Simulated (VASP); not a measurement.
An input for Ansatz (written as the equivalent of a VASP run, and not itself run):

Ansatz 0.2 input:
```yaml
crystal:
  lattice:
    - [3.4945059, -0.0000000, 0.0000000]
    - [-1.7472530, 3.0263277, 0.0000000]
    - [0.0000000, 0.0000000, 5.7936475]
  atoms:
    - { symbol: Al, position: [0.3333330, 0.6666670, 0.0015995] }
    - { symbol: Al, position: [0.6666670, 0.3333330, 0.5015995] }
    - { symbol: P, position: [0.3333330, 0.6666670, 0.3734005] }
    - { symbol: P, position: [0.6666670, 0.3333330, 0.8734005] }
kpoints:
  mp_grid: { grid: [7, 7, 4] }
hamiltonian:
  xc: pbesol
  pseudopotentials: { kind: paw }
scf:
  occupations: { method: gaussian, width: 0.05 }
  max_iter: 100
relax:
  max_steps: 40
  f_tol: 0.02
  cell: { p_target: 45 }
output: { forces: true, stress: true, eigenvalues: true }
```

### Question
Write the VASP files for the same calculation (PBEsol).

### Answer
Several could match; the one computed here: 
**KPOINTS**
```
Automatic mesh
0
Gamma
7 7 4
0 0 0
```

### POSCAR
```
AlP
1
    3.4945059417    -0.0000000001    -0.0000000000
   -1.7472529710     3.0263276869    -0.0000000000
   -0.0000000000    -0.0000000000     5.7936474868
Al P
2 2
Direct
  0.3333330000   0.6666670000   0.0015994669
  0.6666670000   0.3333330000   0.5015994669
  0.3333330000   0.6666670000   0.3734005331
  0.6666670000   0.3333330000   0.8734005331
```

### INCAR
```
EDIFFG=-0.02   # ionic stop
EDIFF=1E-6   # SCF stop (eV)
LWAVE=.False.
ALGO=Normal   # blocked Davidson
PREC=Accurate
PSTRESS=450
ISMEAR=0   # Gaussian
LREAL=.False.   # projection in real space or not
LASPH=.True.
NSW=40   # most ionic steps
ISIF=3
GGA=PS   # PBEsol
NELM=100   # most electronic steps
LCHARG=.False.
SIGMA=0.05   # width (eV)
SYSTEM=AlP
ENCUT=500   # plane-wave cut-off (eV)
IBRION=2   # conjugate gradients
```

POTCAR, in this order: Al P (PBE.64 set). Program: vasp_std.

The two are equivalent in intent, not identical: each code has its own PAW files, so the cut-off isn't converted (ENCUT is set for VASP's; basis.ecutwfc is left out, and Ansatz then takes the one that its files recommend); Ansatz stops its SCF on the density residual and VASP on the energy change (EDIFF).

The structure was generated: AlP was put into the wurtzite type (P6_3mc), which need not be its known phase. It was relaxed first under an external pressure of 45 GPa.
